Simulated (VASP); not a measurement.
Output of a VASP run:

### OSZICAR
```
       N       E                     dE             d eps       ncg     rms          rms(c)
DAV:   1    -0.389482590831E+03   -0.38948E+03   -0.12903E+01   644   0.816E+00    0.194E+01
DAV:   2    -0.389580772507E+03   -0.98182E-01   -0.29751E-01   744   0.119E+00    0.127E+01
DAV:   3    -0.389567776594E+03    0.12996E-01   -0.11125E-02   694   0.197E-01    0.751E+00
DAV:   4    -0.389561638975E+03    0.61376E-02   -0.16727E-03   686   0.860E-02    0.433E+00
DAV:   5    -0.389559459110E+03    0.21799E-02   -0.57332E-04   686   0.510E-02    0.248E+00
DAV:   6    -0.389558721474E+03    0.73764E-03   -0.20788E-04   686   0.305E-02    0.141E+00
DAV:   7    -0.389558470249E+03    0.25122E-03   -0.79063E-05   670   0.186E-02    0.799E-01
DAV:   8    -0.389558392058E+03    0.78192E-04   -0.26956E-05   454   0.110E-02    0.456E-01
DAV:   9    -0.389558372241E+03    0.19817E-04   -0.11088E-05   358   0.722E-03    0.259E-01
DAV:  10    -0.389558368501E+03    0.37398E-05   -0.40294E-06   358   0.435E-03
   1 F= -.38955837E+03 E0= -.38955837E+03  d E =-.283265E-07  mag=     1.0000
```

### OUTCAR
```
------------------------ aborting loop because EDIFF is reached ----------------------------------------
  volume of cell :     1308.29
      direct lattice vectors                 reciprocal lattice vectors
    10.937074700  0.000000000  0.000000000     0.091432127  0.000000000  0.000000000
     0.000000000 10.937074700  0.000000000     0.000000000  0.091432127  0.000000000
     0.000000000  0.000000000 10.937074700     0.000000000  0.000000000  0.091432127
 POSITION                                       TOTAL-FORCE (eV/Angst)
 -----------------------------------------------------------------------------------
      5.46869      0.00167      0.00224        -0.000778     -0.000267      0.004503
      6.83969      1.37180      1.37369         0.008957     -0.004677      0.001691
      8.20266      2.73361      0.00289         0.003885     -0.001965     -0.006794
      9.56557      4.09681      1.37291         0.000557     -0.000830      0.004537
      8.20241      0.00065      2.73597         0.006545     -0.005039     -0.001922
      9.56676      1.37181      4.09691         0.004880     -0.004243     -0.004513
     10.93706     10.93692     10.93682         0.001705      0.002832      0.002201
      1.37343      1.37334      1.37308        -0.000607     -0.002940      0.000908
      2.73605      2.73540      0.00076        -0.004454     -0.004299      0.004079
      4.09712      4.09608      1.37604         0.002337      0.005651     -0.006581
      5.46829      5.46801      0.00139         0.000271      0.000490      0.002672
      6.84136      6.84128      1.37360        -0.001205     -0.002988     -0.002201
      8.20249      8.20242     10.93620         0.000354      0.001676      0.007501
      9.56395      9.56398      1.37318         0.003672      0.002615      0.002632
      2.73629      0.00162      2.73627        -0.010144      0.002721     -0.004114
      4.09735      1.37721      4.09678         0.003378     -0.011994      0.008353
      5.47315      2.73372      2.73349        -0.003602     -0.009739     -0.008414
      6.86690      4.07741      4.07822        -0.062811      0.031563      0.032937
      8.20837      5.46960      2.73084        -0.006630     -0.009332      0.004630
      9.56361      6.84299      4.09730         0.007807     -0.009934      0.003393
      5.46843      0.00072      5.46819         0.001232     -0.003601      0.002403
      6.84064      1.37432      6.84077        -0.002036     -0.002826      0.000010
      8.20865      2.72991      5.46842        -0.000259      0.001900     -0.002282
      9.56546      4.09505      6.84206         0.004571      0.007265     -0.000722
      8.20176     10.93655      8.20183         0.000540      0.010733      0.006171
      9.56414      1.37312      9.56375        -0.000896     -0.002013      0.003866
     10.93590      5.46843      0.00327         0.001441     -0.001158      0.005475
      1.37099      6.83964      1.37221        -0.005309      0.008254     -0.001764
      2.73404      8.20335      0.00278        -0.000579      0.004361     -0.004202
      4.09677      9.56764      1.37210        -0.001596      0.004257     -0.000896
      0.00062      2.73578      2.73540         0.002763     -0.006898     -0.001381
      1.37554      4.09652      4.09637        -0.008158      0.005699      0.006222
      2.73099      5.47103      2.73060        -0.003925     -0.000245     -0.001771
      4.07091      6.86995      4.07154         0.047073     -0.061658      0.049936
      5.46902      8.20923      2.72901        -0.009453     -0.003264      0.005855
      6.84238      9.56272      4.09788        -0.008554      0.009851      0.001340
     10.93525     10.93667      5.46917         0.000312      0.000766     -0.003272
      1.37037      1.36989      6.83986        -0.000887     -0.002307      0.004376
      2.72966      2.73063      5.47215        -0.007670     -0.008333      0.001429
      4.06332      4.07102      6.87764         0.056395      0.048047     -0.071509
      6.86689      6.86450      6.87566        -0.039160     -0.035401     -0.067675
      8.20548      8.20487      5.47315         0.007068      0.009171     -0.003520
      9.56447      9.56581      6.83987         0.004120      0.004528      0.008818
      2.73537      0.00124      8.20232        -0.001976     -0.006729      0.003333
      4.09704      1.37075      9.56756         0.000860     -0.003301      0.002653
      5.46771      2.72906      8.21001        -0.005141     -0.000869      0.000973
      6.84197      4.09424      9.56651        -0.003938      0.009852      0.003072
      8.21150      5.46680      8.21300        -0.000704      0.008541     -0.003258
      9.56814      6.84064      9.56792         0.003488      0.002133      0.005977
      0.00119      8.20284      2.73566        -0.002133      0.006715     -0.003456
      1.37102      9.56814      4.09714        -0.005338      0.007371     -0.005079
      0.00024      5.46840      5.46812        -0.000124      0.002357      0.002145
      1.37217      6.84279      6.84034        -0.001851     -0.004462      0.004560
      2.72865      8.20984      5.46776        -0.001159     -0.001965     -0.004732
      4.09624      9.56377      6.84145         0.007326      0.005086     -0.001924
      0.00218      2.73433      8.20288        -0.007410     -0.001309      0.003475
      1.36889      4.09633      9.57019        -0.004906      0.008308      0.009310
      2.72323      5.47219      8.21497         0.005474     -0.013724     -0.005352
      4.09552      6.84348      9.56695         0.003162     -0.010129      0.002674
      5.46902      8.20957      8.21121         0.006551      0.011229      0.008968
      6.84044      9.56815      9.56799        -0.000690      0.005117      0.006693
     10.93569      8.20325      8.20180         0.007094      0.001125      0.004648
...
```
(Selected blocks of OUTCAR.)

**POSCAR**
```
GeSi63
1
   10.9370747000     0.0000000000     0.0000000000
    0.0000000000    10.9370747000     0.0000000000
    0.0000000000     0.0000000000    10.9370747000
Si Ge
63 1
Direct
  0.5000143721   0.0001526138   0.0002044009
  0.6253678575   0.1254267316   0.1255992395
  0.7499869161   0.2499396397   0.0002639861
  0.8746004223   0.3745796123   0.1255277399
  0.7499640451   0.0000591890   0.2501556413
  0.8747093516   0.1254276551   0.3745892999
  0.9999985610   0.9999861721   0.9999771603
  0.1255753890   0.1255672262   0.1255435817
  0.2501628189   0.2501032464   0.0000698500
  0.3746081475   0.3745135870   0.1258141278
  0.4999773260   0.4999521647   0.0001270013
  0.6255200317   0.6255127915   0.1255913030
  0.7499713787   0.7499649134   0.9999196591
  0.8744518345   0.8744554826   0.1255523803
  0.2501851129   0.0001485268   0.2501825641
  0.3746292201   0.1259209143   0.3745772571
  0.5004216900   0.2499499226   0.2499286908
  0.6278553391   0.3728064667   0.3728798802
  0.7505082876   0.5000969326   0.2496860581
  0.8744213237   0.6256689478   0.3746244085
  0.4999901458   0.0000654994   0.4999679861
  0.6254543721   0.1256572577   0.6254663477
  0.7505343598   0.2496013412   0.4999888416
  0.8745905304   0.3744187810   0.6255843468
  0.7499044464   0.9999521630   0.7499105775
  0.8744692406   0.1255469893   0.8744337205
  0.9998927266   0.4999904862   0.0002990090
  0.1253529445   0.6253628661   0.1254637493
  0.2499789447   0.7500495805   0.0002540127
  0.3745761415   0.8747900603   0.1254537459
  0.0000566299   0.2501383678   0.2501033046
  0.1257685677   0.3745539300   0.3745399383
  0.2497001982   0.5002278361   0.2496641777
  0.3722120833   0.6281345037   0.3722696184
  0.5000439220   0.7505871530   0.2495190662
  0.6256129093   0.8743402316   0.3746779624
  0.9998327950   0.9999628899   0.5000574225
  0.1252957322   0.1252522238   0.6253833026
  0.2495784376   0.2496675457   0.5003307090
  0.3715183168   0.3722221961   0.6288370021
  0.6278543732   0.6276360394   0.6286558453
  0.7502445564   0.7501888751   0.5004217621
  0.8744996957   0.8746223902   0.6253843070
  0.2501003311   0.0001129448   0.7499551658
  0.3746013188   0.1253301329   0.8747822779
  0.4999244414   0.2495237612   0.7506586591
  0.6255761798   0.3743452785   0.8746867463
  0.7507951323   0.4998412370   0.7509319952
  0.8748355619   0.6254540435   0.8748149484
  0.0001085152   0.7500034416   0.2501270250
  0.1253552093   0.8748349611   0.3746100822
  0.0000222926   0.4999874621   0.4999622894
  0.1254600021   0.6256512682   0.6254271386
  0.2494862154   0.7506430234   0.4999285645
  0.3745280862   0.8744361792   0.6255286215
  0.0001990674   0.2500060316   0.7500064373
  0.1251607144   0.3745363230   0.8750232650
  0.2489906035   0.5003336583   0.7511118387
  0.3744618167   0.6257135556   0.8747261810
  0.5000442666   0.7506187138   0.7507681807
  0.6254355264   0.8748367070   0.8748212517
  0.9998737554   0.7500406016   0.7499079863
  0.1255706409   0.8744906537   0.8744343078
  0.4994188277   0.5001220790   0.5010120527
```

Q: Write an INCAR and KPOINTS that could have produced this output.

A: This is not unique; one that fits is the input of the run itself, HSE06 screened hybrid, plane waves, VASP's PBE PAW potentials (set 64).

File KPOINTS:
```
Automatic mesh
0
Gamma
  1 1 1
```

INCAR:
```
SYSTEM = GeSi63
PREC = Normal
ENCUT = 400
EDIFF = 1E-5
NELM = 50
ALGO = Normal
LREAL = Auto
LASPH = .TRUE.
ISMEAR = 0
SIGMA = 0.05
GGA = PE
LMAXMIX = 4
LWAVE = .FALSE.
LCHARG = .FALSE.
NELMIN = 4
ISYM = 0
NELECT = 257.0
ISPIN = 2
NUPDOWN = 1
MAGMOM = 64*0.0156
LORBIT = 10
HFSCREEN = 0.2
AEXX = 0.25
LHFCALC = .TRUE.
PRECFOCK = Fast
ISIF = 0
```

POTCAR, in this order: Si Ge (PBE.64 set). Program: vasp_gam. Read from the step before: WAVECAR.

The cell is charged, with a uniform compensating background. The supercell is sampled at Γ alone, which is coarse: total energies, pressure and levels can be off, energies of defects by several tenths of an eV.

The cell is a supercell with a defect, built from Si (diamond): Ge_Si, charge -1. The cell's shape comes from a PBE relaxation.
